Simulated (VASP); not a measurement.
Given:

```
GaSb
1.0
    0.00000     3.06359     3.06359
    3.06359     0.00000     3.06359
    3.06359     3.06359     0.00000
Ga Sb
1 1
Direct
  0.00000   0.00000   0.00000
  0.25000   0.25000   0.25000
```

Level of theory: r2SCAN meta-GGA, VASP's PBE PAW potentials (set 64) (plane waves; VASP). Settings: 480 eV cut-off, 8×8×8 Γ-centred mesh, Gaussian smearing of 0.050 eV, potentials Ga_d Sb.

Each relaxation starts from this cell; other phases were not tried.

Q: The cell is relaxed at 5 GPa. What happens?

A: The volume per atom goes from 28.75 to 26.71 Å³ (-7.1 %), and the cell becomes a = b = c = 5.978 Å, α = β = γ = 90.00°, space group F-43m. The gap on the mesh goes from 0.42 to 0.85 eV.

Q: The cell is relaxed at 10 GPa. What happens?

A: The volume per atom goes from 28.75 to 25.18 Å³ (-12.4 %), and the cell becomes a = 5.862 Å, b = 5.862 Å, c = 5.862 Å, α = 90.00°, β = 90.00°, γ = 90.00°, space group F-43m. The gap on the mesh goes from 0.42 to 0.89 eV.

Failed runs are left out, and for metals the shear rows, which the mesh's noise covers.

The compound is GaSb in the zinc blende structure.
